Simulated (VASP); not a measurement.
# GW on AlN: a test of the settings

How far does the GW correction to the gap of AlN depend on the settings? The starting structure is a measured crystal structure from the Crystallography Open Database. Cell and atoms stay as given.

Program: VASP 6.6.1. Level of theory: GW on LDA orbitals, with plane waves and PAW data sets made for GW. Results are calculated unless marked as measured.

## 1. Starting point

It takes space group P6_3mc (No. 186, hexagonal). The conventional cell has a = 3.111 Å, b = 3.111 Å, c = 4.978 Å, α = 90.00°, β = 90.00°, γ = 120.00°. Nearest to Al lie 4 N at 1.89 to 1.92 Å. N has 4 Al at 1.89 to 1.92 Å nearest. Farther neighbours and most contacts between anions are not listed.

As a file:

```xyz
4
Lattice="3.1110 0.0000 0.0000 -1.5555 2.6942 0.0000 0.0000 0.0000 4.9780" Properties=species:S:1:pos:R:3 pbc="T T T"
Al    1.5555    0.8981    2.4890
Al    0.0000    1.7961    0.0000
N     1.5555    0.8981    4.4055
N     0.0000    1.7961    1.9165
```

## 2. G0W0 (response cutoff 100 eV, 4×4×3 mesh)

It reads the orbitals and their derivatives (WAVECAR and WAVEDER) of a run with the empty bands, which follows a ground-state run; neither is shown.

The input, INCAR:

```
SYSTEM = AlN
PREC = Accurate
ENCUT = 450
ISMEAR = 0
SIGMA = 0.01
LREAL = .FALSE.
GGA = CA
NBANDS = 96
ALGO = EVGW0
NELMGW = 1
ENCUTGW = 100
NOMEGA = 40
PRECFOCK = Fast
NBANDSGW = 16
LWAVE = .FALSE.
LCHARG = .FALSE.
```

The input, POSCAR:

```
AlN
1.0
    3.1110000000      0.0000000000      0.0000000000
   -1.5555000000      2.6942050312      0.0000000000
    0.0000000000      0.0000000000      4.9780000000
Al N
2 2
Direct
    0.6666666667      0.3333333333      0.5000000000
    0.3333333333      0.6666666667      0.0000000000
    0.6666666667      0.3333333333      0.8850000000
    0.3333333333      0.6666666667      0.3850000000
```

The input, KPOINTS:

```
Automatic mesh
0
Gamma
4 4 3
0 0 0
```

Potentials, in the order of the species: Al_GW and N_GW (LDA family, release 64).

The run is started by

```sh
$ mpirun -np 4 vasp_std
```

What it wrote:

```text
[banner, memory and clock lines left out]
running    4 mpi-ranks, on    1 nodes
 distrk:  each k-point on    4 cores,    1 groups
 distr:  one band on    1 cores,    4 groups

 POSCAR found type information on POSCAR AlN
 POSCAR found :  2 types and       4 ions
|                                                                             |
|           W    W    AA    RRRRR   N    N  II  N    N   GGGG   !!!           |
|           W    W   A  A   R    R  NN   N  II  NN   N  G    G  !!!           |
|           W    W  A    A  R    R  N N  N  II  N N  N  G       !!!           |
|           W WW W  AAAAAA  RRRRR   N  N N  II  N  N N  G  GGG   !            |
|           WW  WW  A    A  R   R   N   NN  II  N   NN  G    G                |
|           W    W  A    A  R    R  N    N  II  N    N   GGGG   !!!           |
|                                                                             |
|     The default for ENCUTGWSOFT is different in this version of VASP.       |
|     please manually set ENCUTGWSOFT =100 in the INCAR file.                 |
|                                                                             |

 LDA part: xc-table for (Slater(with rela. corr.)+CA(PZ))
 , standard interpolation
 found WAVECAR, reading the header
 POSCAR, INCAR and KPOINTS ok, starting setup
 FFT: planning ... GRIDC
 FFT: planning ... GRID_SOFT
 FFT: planning ... GRID
 reading WAVECAR
 the WAVECAR file was read successfully
 initial charge from wavefunction
 available memory per node:    132.17 GB, setting MAXMEM to    135344

 The Fermi energy was updated, please check that it is located mid-gap
 values below the HOMO (VB) or above the LUMO (CB) will cause erroneous energies
 E-fermi :   7.1879

 calculate exact exchange contribution
 the WAVEDER file was read successfully
energies w=
    0.000    0.000    0.911    0.000    1.817    0.000    2.712    0.000
    3.593    0.000    4.457    0.000    5.303    0.000    6.130    0.000
    6.938    0.000    7.730    0.000    8.509    0.000    9.276    0.000
   10.035    0.000   10.791    0.000   11.548    0.000   12.310    0.000
   13.083    0.000   13.872    0.000   14.684    0.000   15.525    0.000
   16.405    0.000   17.334    0.000   18.321    0.000   19.383    0.000
   20.537    0.000   21.804    0.000   23.213    0.000   24.799    0.000
   26.612    0.000   28.715    0.000   31.202    0.000   34.201    0.000
   37.905    0.000   42.612    0.000   48.804    0.000   57.324    0.000
   69.781    0.000   89.673    0.000  126.321    0.000  215.635    0.000
 responsefunction array rank=     104
 LDA part: xc-table for (Slater(with rela. corr.)+CA(PZ))
 , standard interpolation

 min. memory requirement per mpi rank     83.2 MB, per node    332.8 MB

 allocating  10 responsefunctions rank=   104
 shmem allocating  40 responsefunctions rank=   104
 response function shared by NCSHMEM nodes    1
 Doing           10  frequencies on each core in blocks of           40
NQ=   1    0.0000    0.0000    0.0000,
|.........|.........|.........|.........|.........|.........|.........|.........
 performed         92000 updates of chi_q(r,r)
 total number of BLAS operations          7.23 Gflops
NQ=   2    0.2500    0.0000    0.0000,
|.........|.........|.........|.........|.........|.........|.........|.........
 performed        260000 updates of chi_q(r,r)
 total number of BLAS operations         19.17 Gflops
NQ=   3    0.5000    0.0000    0.0000,
|.........|.........|.........|.........|.........|.........|.........|.........
 performed        389000 updates of chi_q(r,r)
 total number of BLAS operations         27.53 Gflops
NQ=   4    0.2500    0.2500    0.0000,
|.........|.........|.........|.........|.........|.........|.........|.........
 performed        567000 updates of chi_q(r,r)
 total number of BLAS operations         38.82 Gflops
NQ=   5    0.0000    0.0000    0.3333,
|.........|.........|.........|.........|.........|.........|.........|.........
 performed        671000 updates of chi_q(r,r)
 total number of BLAS operations         47.86 Gflops
NQ=   6    0.2500    0.0000    0.3333,
|.........|.........|.........|.........|.........|.........|.........|.........
 performed        858000 updates of chi_q(r,r)
 total number of BLAS operations         62.85 Gflops
NQ=   7    0.5000    0.0000    0.3333,
|.........|.........|.........|.........|.........|.........|.........|.........
 performed       1017000 updates of chi_q(r,r)
 total number of BLAS operations         72.75 Gflops
NQ=   8    0.2500    0.2500    0.3333,
|.........|.........|.........|.........|.........|.........|.........|.........
 performed       1232000 updates of chi_q(r,r)
 total number of BLAS operations         88.60 Gflops
 resolving degeneracies of screened two electron integrals

 calculate QP shifts <psi_nk| G(iteration)W_0 |psi_nk>: iteration 1
 entering main loop
```

The job ended after 33 s (4 MPI ranks of AMD EPYC 7R43, shared host; peak memory 0.45 GiB).

Lines that name or quote the potential files are left out of all logs, and their timing lines are given in words.

From OUTCAR (step 2):

```text
ion  position               nearest neighbor table
   1  0.667  0.333  0.500-   4 1.89   4 1.89   4 1.89   3 1.92
   2  0.333  0.667  0.000-   3 1.89   3 1.89   3 1.89   4 1.92
   3  0.667  0.333  0.885-   2 1.89   2 1.89   2 1.89   1 1.92
   4  0.333  0.667  0.385-   1 1.89   1 1.89   1 1.89   2 1.92

  LATTYP: Found a hexagonal cell.
 ALAT       =     3.1110000000
 C/A-ratio  =     1.6001285760

 Subroutine GETGRP returns: Found 12 space group operations
 (whereof  6 operations were pure point group operations)

The static configuration has the point symmetry C_3v.
 The point group associated with its full space group is C_6v.

 Found      8 irreducible k-points:

   k-points           NKPTS =      8   k-points in BZ     NKDIM =     48   number of bands    NBANDS=     96

   dimension x,y,z NGX =    24 NGY =   24 NGZ =   36
   dimension x,y,z NGXF=    48 NGYF=   48 NGZF=   72

   ENCUT  =  450.0 eV  33.07 Ry    5.75 a.u.   5.38  5.38  8.61*2*pi/ulx,y,z

   NELECT =      16.0000    total number of electrons

  energy-cutoff  :      450.00
  volume of cell :       41.72
      direct lattice vectors                 reciprocal lattice vectors
     3.111000000  0.000000000  0.000000000     0.321440051  0.185583500  0.000000000
    -1.555500000  2.694205031  0.000000000     0.000000000  0.371167000  0.000000000
     0.000000000  0.000000000  4.978000000     0.000000000  0.000000000  0.200883889

 k-points in reciprocal lattice and weights: Automatic mesh
   0.00000000  0.00000000  0.00000000       0.021
   0.25000000  0.00000000  0.00000000       0.125
   0.50000000  0.00000000  0.00000000       0.062
   0.25000000  0.25000000  0.00000000       0.125
   0.00000000  0.00000000  0.33333333       0.042
   0.25000000  0.00000000  0.33333333       0.250
   0.50000000  0.00000000  0.33333333       0.125
   0.25000000  0.25000000  0.33333333       0.250

 E-fermi :   7.1879

 QP shifts <psi_nk| G(iteration)W_0 |psi_nk>: iteration 1
 for sc-GW calculations column KS-energies equals QP-energies in previous step
 and V_xc(KS)=  KS-energies - (<T + V_ion + V_H > + <T+V_H+V_ion>^1  + <V_x>^1)
 k-point   1 :       0.0000    0.0000    0.0000
  band No.  KS-energies  QP-energies   sigma(KS)   V_xc(KS)     V^pw_x(r,r')   Z            occupation Imag(sigma)
    ...
      5       4.1465       3.5725     -17.1990     -16.4568     -20.6244       0.7734       2.0000       0.1151
      6       4.8082       4.3253     -17.5343     -16.9140     -20.8310       0.7784       2.0000       0.1072
      7       4.8082       4.3253     -17.5343     -16.9140     -20.8310       0.7784       2.0000       0.1072
      8       5.1012       4.6711     -17.5578     -17.0063     -20.7172       0.7800       2.0000       0.1004
      9       9.2745      10.2867     -11.5426     -12.7955      -7.8250       0.8079       0.0000      -0.0903
     10      11.5856      12.7980      -9.8959     -11.3880      -5.6740       0.8125       0.0000      -0.1044
     11      15.5623      17.1353     -12.3269     -14.4060      -7.1603       0.7565       0.0000      -0.2009
     12      15.9683      17.2970      -8.7406     -10.3972      -3.9323       0.8021       0.0000      -0.1496
    ...

 k-point   2 :       0.2500    0.0000    0.0000
  band No.  KS-energies  QP-energies   sigma(KS)   V_xc(KS)     V^pw_x(r,r')   Z            occupation Imag(sigma)
    ...
      5       2.5608       1.8274     -16.1941     -15.2405     -19.6934       0.7690       2.0000       0.1336
      6       3.4344       2.7586     -16.6763     -15.8003     -20.1720       0.7715       2.0000       0.1235
      7       4.6047       4.0957     -17.4463     -16.7924     -20.7718       0.7785       2.0000       0.1092
      8       4.6461       4.1475     -17.2203     -16.5797     -20.4403       0.7783       2.0000       0.1050
      9      11.1716      12.3565     -11.3712     -12.8542      -7.4114       0.7990       0.0000      -0.1041
     10      12.4984      13.6581      -9.3136     -10.7428      -4.9338       0.8114       0.0000      -0.1141
     11      13.0342      14.3273     -10.4375     -12.0649      -6.0223       0.7945       0.0000      -0.1282
     12      14.9099      16.4161     -10.9416     -12.8596      -6.2215       0.7854       0.0000      -0.1477
    ...

 k-point   3 :       0.5000    0.0000    0.0000
  band No.  KS-energies  QP-energies   sigma(KS)   V_xc(KS)     V^pw_x(r,r')   Z            occupation Imag(sigma)
    ...
      5       1.6779       0.8539     -15.4548     -14.3692     -19.1421       0.7590       2.0000       0.1564
      6       2.9097       2.1684     -16.4003     -15.4350     -19.9868       0.7679       2.0000       0.1317
      7       3.2652       2.6062     -15.7768     -14.9241     -18.9808       0.7729       2.0000       0.1180
      8       4.3263       3.7755     -17.2832     -16.5745     -20.6521       0.7771       2.0000       0.1126
      9      10.6986      11.7538      -8.8423     -10.1315      -4.7369       0.8185       0.0000      -0.1010
     10      10.7510      11.8114      -9.8615     -11.1712      -5.9317       0.8097       0.0000      -0.1018
     11      13.1109      14.3807     -10.4242     -12.0050      -6.0595       0.8032       0.0000      -0.1185
     12      15.1749      16.7614     -11.9419     -13.9988      -7.0570       0.7713       0.0000      -0.1686
    ...

 k-point   4 :       0.2500    0.2500    0.0000
  band No.  KS-energies  QP-energies   sigma(KS)   V_xc(KS)     V^pw_x(r,r')   Z            occupation Imag(sigma)
    ...
      5       1.4848       0.6492     -15.1832     -14.0802     -18.8437       0.7576       2.0000       0.1587
      6       2.1446       1.3740     -15.8187     -14.8110     -19.3991       0.7647       2.0000       0.1435
      7       3.1994       2.5041     -16.3815     -15.4793     -19.8145       0.7706       2.0000       0.1240
      8       3.6202       2.9872     -16.4743     -15.6560     -19.8171       0.7735       2.0000       0.1185
      9      10.6599      11.6174      -8.6842      -9.8576      -4.5977       0.8161       0.0000      -0.1028
     10      12.7519      14.0650     -10.9009     -12.5569      -6.6087       0.7930       0.0000      -0.1257
     11      13.8238      15.2334     -11.3809     -13.1661      -6.9050       0.7896       0.0000      -0.1308
     12      14.6628      16.1535     -10.8425     -12.7315      -6.2097       0.7892       0.0000      -0.1392
    ...

[... 4 further parts left out ...]
```

G0W0 (response cutoff 100 eV, 4×4×3 mesh): the quasiparticle gap on this mesh is 5.616 eV, +1.442 eV from the LDA gap on the same points, with 96 bands.

## 3. G0W0 (response cutoff 160 eV, 4×4×3 mesh)

It reads the orbitals and their derivatives (WAVECAR and WAVEDER) of a run with the empty bands, which follows a ground-state run; neither is shown.

INCAR, as its differences from that of step 2:

```diff
@@ -7,6 +7,6 @@
 GGA = CA
-NBANDS = 96
+NBANDS = 192
 ALGO = EVGW0
 NELMGW = 1
-ENCUTGW = 100
+ENCUTGW = 160
 NOMEGA = 40
```

POSCAR is that of step 2.

KPOINTS is that of step 2.

The run is started by

```sh
$ mpirun -np 4 vasp_std
```

What it wrote:

```text
[banner, memory and clock lines left out]
running    4 mpi-ranks, on    1 nodes
[...]
|                                                                             |
|           W    W    AA    RRRRR   N    N  II  N    N   GGGG   !!!           |
|           W    W   A  A   R    R  NN   N  II  NN   N  G    G  !!!           |
|           W    W  A    A  R    R  N N  N  II  N N  N  G       !!!           |
|           W WW W  AAAAAA  RRRRR   N  N N  II  N  N N  G  GGG   !            |
|           WW  WW  A    A  R   R   N   NN  II  N   NN  G    G                |
|           W    W  A    A  R    R  N    N  II  N    N   GGGG   !!!           |
|                                                                             |
|     The default for ENCUTGWSOFT is different in this version of VASP.       |
|     please manually set ENCUTGWSOFT =160 in the INCAR file.                 |
|                                                                             |

 LDA part: xc-table for (Slater(with rela. corr.)+CA(PZ))
[...]
total number of BLAS operations        227.48 Gflops
NQ=   4    0.2500    0.2500    0.0000,
|.........|.........|.........|.........|.........|.........|.........|.........
 performed       1160000 updates of chi_q(r,r)
 total number of BLAS operations        337.75 Gflops
NQ=   5    0.0000    0.0000    0.3333,
|.........|.........|.........|.........|.........|.........|.........|.........
 performed       1375000 updates of chi_q(r,r)
 total number of BLAS operations        403.84 Gflops
NQ=   6    0.2500    0.0000    0.3333,
|.........|.........|.........|.........|.........|.........|.........|.........
 performed       1755000 updates of chi_q(r,r)
 total number of BLAS operations        515.01 Gflops
NQ=   7    0.5000    0.0000    0.3333,
|.........|.........|.........|.........|.........|.........|.........|.........
 performed       2080000 updates of chi_q(r,r)
 total number of BLAS operations        607.08 Gflops
NQ=   8    0.2500    0.2500    0.3333,
|.........|.........|.........|.........|.........|.........|.........|.........
 performed       2516000 updates of chi_q(r,r)
 total number of BLAS operations        731.74 Gflops
 resolving degeneracies of screened two electron integrals

 calculate QP shifts <psi_nk| G(iteration)W_0 |psi_nk>: iteration 1
 entering main loop
[key lines of the parts left out:]
E-fermi :   7.1879
```

Run time: 71 s. Hardware: 4 MPI ranks; peak memory 0.6 GiB.

From OUTCAR (step 3):

```text
 QP shifts <psi_nk| G(iteration)W_0 |psi_nk>: iteration 1
 for sc-GW calculations column KS-energies equals QP-energies in previous step
 and V_xc(KS)=  KS-energies - (<T + V_ion + V_H > + <T+V_H+V_ion>^1  + <V_x>^1)
 k-point   1 :       0.0000    0.0000    0.0000
  band No.  KS-energies  QP-energies   sigma(KS)   V_xc(KS)     V^pw_x(r,r')   Z            occupation Imag(sigma)
    ...
      5       4.1465       3.3009     -17.5548     -16.4568     -20.6244       0.7702       2.0000       0.1299
      6       4.8082       4.0381     -17.9078     -16.9140     -20.8310       0.7749       2.0000       0.1259
      7       4.8082       4.0381     -17.9078     -16.9140     -20.8310       0.7749       2.0000       0.1259
      8       5.1012       4.3837     -17.9305     -17.0063     -20.7172       0.7763       2.0000       0.1213
      9       9.2745      10.1430     -11.7170     -12.7955      -7.8250       0.8052       0.0000      -0.0728
     10      11.5856      12.6732     -10.0462     -11.3880      -5.6740       0.8106       0.0000      -0.0905
     11      15.5623      16.9086     -12.6214     -14.4060      -7.1603       0.7544       0.0000      -0.1730
     12      15.9683      17.1746      -8.8930     -10.3972      -3.9323       0.8019       0.0000      -0.1377
    ...

[... 1 part as in an earlier step ...]

[... 2 further parts left out ...]
[key lines of the parts left out:]
E-fermi :   7.1879
```

G0W0 (response cutoff 160 eV, 4×4×3 mesh): the quasiparticle gap on this mesh is 5.759 eV, +1.586 eV from the LDA gap on the same points, with 192 bands.

[end of part 1 of 2]

[Lines on the potential files, build, host, timing and source positions are cut from VASP's logs without a mark.]

[Logs are printed without paths, hosts, clocks, repeated set-up lines and the standing remarks that a program may print on its own settings, such as how far it seeks lower states.]

[Hosts, paths, dates, database ids (printed as entryN), source tags and the programs' standing remarks are cut or masked in the printed files.]
